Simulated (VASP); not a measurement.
Fe, 7 atoms in the cell. The cell holds a slab with vacuum, 7 atoms: a = 4.001 Å, b = 4.001 Å, c = 19.900 Å, α = 90.00°, β = 90.00°, γ = 120.00°. The slab is cut from a database's or a generator's crystal, which needn't be the stable form of the element.

* Program: VASP 6.6.1
* Task: single point
* Functional: PBE
* Potentials or basis: VASP PAW PBE potentials, release 64 (Fe)
* Cutoff: 520 eV
* k mesh: 12 × 12 × 1
* Occupations: methfessel-paxton, width 0.1 eV
* Spin: collinear spin, ferromagnetic start
* Starting moments: [2.4, 2.4, 2.4, 2.4, 2.4, 2.4, 2.4] μB
* Dipole correction: yes
* Further INCAR settings: ALGO = Normal; EDIFF = 1e-06; NBANDS = 41; AMIX = 0.2; BMIX = 0.0001

Potentials or basis: VASP PAW PBE potentials, release 64 (Fe).

Run with:

```sh
$ cat potpaw_PBE.64/Fe/POTCAR > POTCAR
$ mpirun -np 4 vasp_std > vasp.out
```

Hardware: 4 MPI ranks on Intel(R) Xeon(R) Platinum 8488C (Sapphire Rapids), on a shared host.

Q: Estimate the wall time of this run.

A: It took 4.1 min on 4 MPI ranks on Intel(R) Xeon(R) Platinum 8488C (Sapphire Rapids) (shared host), peak memory 0.62 GiB a rank. Counts: scf iterations 25, k points 19.
